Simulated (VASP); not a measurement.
VASP input:

### INCAR
```
SYSTEM = CuSe
PREC = Accurate
ENCUT = 400
EDIFF = 1E-6
NELM = 40
ALGO = Normal
LREAL = .FALSE.
LASPH = .TRUE.
ISMEAR = 0
SIGMA = 0.05
GGA = PE
LMAXMIX = 4
LWAVE = .FALSE.
LCHARG = .FALSE.
ISIF = 2
```

### POSCAR
```
CuSe
1
    3.7420520000     0.0000000000     0.0000000000
   -1.8710260000     3.2407120000     0.0000000000
    0.0000000000     0.0000000000     6.1286170000
Cu Se
2 3
Direct
  0.6666670000   0.3333330000   0.0000000000
  0.3333330000   0.6666670000   0.5000000000
  0.6666670000   0.3333330000   0.6252000000
  0.3333330000   0.6666670000   0.1252000000
  0.3833330000   0.7166670000   0.1752000000
```

### KPOINTS
```
Automatic mesh
0
Gamma
5 5 3
0 0 0
```

POTCAR, in this order: Cu Se (PBE.64 set). Program: vasp_std.

**Question.** What happens when VASP runs on this input?

**Answer.** There is a fault: one atom is typed twice, on or next to the same site. The run ends without an error.

standard output:
```
 POSCAR found type information on POSCAR CuSe
 POSCAR found :  2 types and       5 ions
 Reading from existing POTCAR
 Reading from existing POTCAR
 LDA part: xc-table for (Slater+PW92), standard interpolation

 -----------------------------------------------------------------------------
|                                                                             |
|           W    W    AA    RRRRR   N    N  II  N    N   GGGG   !!!           |
|           W    W   A  A   R    R  NN   N  II  NN   N  G    G  !!!           |
|           W    W  A    A  R    R  N N  N  II  N N  N  G       !!!           |
|           W WW W  AAAAAA  RRRRR   N  N N  II  N  N N  G  GGG   !            |
|           WW  WW  A    A  R   R   N   NN  II  N   NN  G    G                |
|           W    W  A    A  R    R  N    N  II  N    N   GGGG   !!!           |
|                                                                             |
|     The distance between some ions is very small. Please check the          |
|     nearest-neighbor list in the OUTCAR file.                               |
|     I HOPE YOU KNOW WHAT YOU ARE DOING!                                     |
|                                                                             |
 -----------------------------------------------------------------------------

 POSCAR, INCAR and KPOINTS ok, starting setup
 WAVECAR not read
 entering main loop
       N       E                     dE             d eps       ncg     rms          rms(c)
DAV:   1     0.135185590671E+04    0.13519E+04   -0.15817E+04  1824   0.178E+03
DAV:   2     0.105198687831E+04   -0.29987E+03   -0.29461E+03  1832   0.373E+02
DAV:   3     0.100639740532E+04   -0.45589E+02   -0.44541E+02  3016   0.155E+02
DAV:   4     0.100391427717E+04   -0.24831E+01   -0.24524E+01  2512   0.346E+01
DAV:   5     0.100382720751E+04   -0.87070E-01   -0.86606E-01  2688   0.613E+00    0.355E+02
DAV:   6     0.100423205501E+04    0.40485E+00   -0.12571E+02  2280   0.355E+02    0.181E+02
DAV:   7     0.961505887521E+03   -0.42726E+02   -0.41742E+02  2520   0.668E+02    0.116E+02
DAV:   8     0.100055229496E+04    0.39046E+02   -0.74916E+02  2784   0.343E+02    0.623E+01
DAV:   9     0.101584987502E+04    0.15298E+02   -0.18321E+02  2904   0.208E+02    0.153E+01
DAV:  10     0.101746416718E+04    0.16143E+01   -0.89129E+00  2744   0.508E+01    0.136E+01
DAV:  11     0.101792756068E+04    0.46339E+00   -0.16932E+00  3008   0.137E+01    0.131E+01
DAV:  12     0.101848314144E+04    0.55558E+00   -0.34522E-01  3024   0.174E+01    0.796E+00
DAV:  13     0.101908939870E+04    0.60626E+00   -0.96985E-01  3008   0.307E+01    0.427E+00
DAV:  14     0.101912913655E+04    0.39738E-01   -0.30367E-01  3040   0.786E+00    0.375E+00
DAV:  15     0.101912076289E+04   -0.83737E-02   -0.14395E-02  2856   0.158E+00    0.349E+00
DAV:  16     0.101913254455E+04    0.11782E-01   -0.38567E-03  3320   0.207E+00    0.345E+00
DAV:  17     0.101921789839E+04    0.85354E-01   -0.24009E-01  3088   0.241E+01    0.890E-01
DAV:  18     0.101921458665E+04   -0.33117E-02   -0.42753E-02  3016   0.290E+00    0.873E-01
DAV:  19     0.101921278523E+04   -0.18014E-02   -0.50115E-03  3144   0.291E+00    0.792E-01
DAV:  20     0.101921466651E+04    0.18813E-02   -0.26494E-03  3312   0.211E+00    0.820E-01
DAV:  21     0.101921462074E+04   -0.45772E-04   -0.80311E-04  2960   0.644E-01    0.780E-01
DAV:  22     0.101921551917E+04    0.89843E-03   -0.78515E-04  2912   0.119E+00    0.742E-01
DAV:  23     0.101921582048E+04    0.30131E-03   -0.81267E-04  2800   0.206E-01    0.561E-01
DAV:  24     0.101921598393E+04    0.16345E-03   -0.34241E-04  3096   0.268E-01    0.370E-01
DAV:  25     0.101921605746E+04    0.73523E-04   -0.97826E-05  3312   0.376E-01    0.275E-01
DAV:  26     0.101921608753E+04    0.30073E-04   -0.16002E-04  3160   0.329E-01    0.110E-01
DAV:  27     0.101921608541E+04   -0.21146E-05   -0.35198E-05  2912   0.613E-02    0.541E-02
DAV:  28     0.101921608848E+04    0.30716E-05   -0.49100E-06  2296   0.417E-02    0.221E-02
DAV:  29     0.101921608835E+04   -0.13038E-06   -0.29585E-06  1600   0.583E-02
   1 F= 0.10192161E+04 E0= 0.10192200E+04  d E =-.787953E-02
```

File OUTCAR:
```
------------------------ aborting loop because EDIFF is reached ----------------------------------------
  FORCE on cell =-STRESS in cart. coord.  units (eV):
  Direction    XX          YY          ZZ          XY          YZ          ZX
  --------------------------------------------------------------------------------------
  Total      105.2906229    300.0539657   1052.9292611    166.4935928    544.9344884    314.9188119
  in kB     2269.7997326   6468.4051833  22698.4938330   3589.1810863  11747.4103730   6788.8536985
  external PRESSURE =   10478.8995830 kB  Pullay stress =       0.0000000 kB
  volume of cell :       74.32
      direct lattice vectors                 reciprocal lattice vectors
     3.742052000  0.000000000  0.000000000     0.267233058  0.154287083  0.000000000
    -1.871026000  3.240712000  0.000000000     0.000000000  0.308574165  0.000000000
     0.000000000  0.000000000  6.128617000     0.000000000  0.000000000  0.163168950
 POSITION                                       TOTAL-FORCE (eV/Angst)
 -----------------------------------------------------------------------------------
      1.87103      1.08024      0.00000         0.137969      0.721157     -0.890871
     -0.00000      2.16048      3.06431        -0.307047     -0.572870      5.222432
      1.87103      1.08024      3.83161         0.040350      0.128460      0.514284
     -0.00000      2.16048      0.76730     -1029.737339  -1783.691528  -3373.942648
      0.09355      2.32251      1.07373      1029.866067   1783.414781   3369.096803
 -----------------------------------------------------------------------------------
    total drift:                               -0.000112     -0.000163      0.002045
  FREE ENERGIE OF THE ION-ELECTRON SYSTEM (eV)
  ---------------------------------------------------
  free  energy   TOTEN  =      1019.2160883544 eV

  energy  without entropy=     1019.2239678863  energy(sigma->0) =     1019.22002812
```
(Selected blocks of OUTCAR.)

To mend it, correct POSCAR.
POSCAR:
```
CuSe
1
    3.7420520000     0.0000000000     0.0000000000
   -1.8710260000     3.2407120000     0.0000000000
    0.0000000000     0.0000000000     6.1286170000
Cu Se
2 2
Direct
  0.6666670000   0.3333330000   0.0000000000
  0.3333330000   0.6666670000   0.5000000000
  0.6666670000   0.3333330000   0.6252000000
  0.3333330000   0.6666670000   0.1252000000
```
The mended run (PBE GGA, plane waves, VASP's PBE PAW potentials (set 64)) converges, and its OSZICAR ends with
```
   1 F= -.14578432E+02 E0= -.14575468E+02  d E =-.592799E-02
```
